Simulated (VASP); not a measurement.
Given:

```yaml
crystal:
  lattice:
    - [-1.58201, 1.58201, 1.58201]
    - [1.58201, -1.58201, 1.58201]
    - [1.58201, 1.58201, -1.58201]
  atoms:
    - { symbol: Mo, position: [0.00000, 0.00000, 0.00000] }
```

Computed with PBE GGA, VASP's PBE PAW potentials (set 64) (plane waves; VASP). Settings: PREC = Normal, EDIFF = 1E-5, 400 eV cut-off, 18×18×18 Γ-centred mesh, first-order Methfessel-Paxton smearing of 0.10 eV, potentials Mo_sv.

Q: Predict the energy per atom (σ→0), pressure, band gap (on the k-mesh) with the smallest direct gap where there is one.

A: 
The band gap (on the k-mesh) is none (metal, semimetal or under 0.01 eV). The energy per atom (σ→0) is -10.932 eV/atom and the pressure comes out as -13.4 kbar.

The compound is Mo in the bcc structure. It was relaxed first.
